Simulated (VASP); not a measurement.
Mo, 1 atom in the cell. Symmetry: Im-3m, No. 229, cubic system. The conventional cell has a = 3.065 Å, b = 3.065 Å, c = 3.065 Å, α = 90.00°, β = 90.00°, γ = 90.00°. Mo (site symmetry m-3m) is surrounded by 8 Mo at 2.65 Å.  The cell isn't the ideal one: a relaxed cell with its volume scaled by 0.91.

- Program: VASP 6.6.1
- Task: single point
- Functional: PBE
- Potentials or basis: VASP PAW PBE potentials, release 64 (Mo_sv)
- Cutoff: 700 eV
- k mesh: 18 × 18 × 18
- Occupations: gaussian, width 0.1 eV
- Spin: no spin polarisation
- Further INCAR settings: ALGO = Normal; EDIFF = 1e-07; NBANDS = 13

Potentials or basis: VASP PAW PBE potentials, release 64 (Mo_sv).

The run is started by

```bash
$ cat potpaw_PBE.64/Mo_sv/POTCAR > POTCAR
$ mpirun -np 1 vasp_std > vasp.out
```

Hardware: 1 thread of Intel(R) Xeon(R) Platinum 8175M CPU @ 2.50GHz (Skylake/Cascade Lake) (shared host).

Question: Estimate the wall time of this run.

Answer: Wall time 49 s on 1 thread of Intel(R) Xeon(R) Platinum 8175M CPU @ 2.50GHz (Skylake/Cascade Lake), on a shared host, peak memory 0.18 GiB. Counts: scf iterations 13, k points 195.
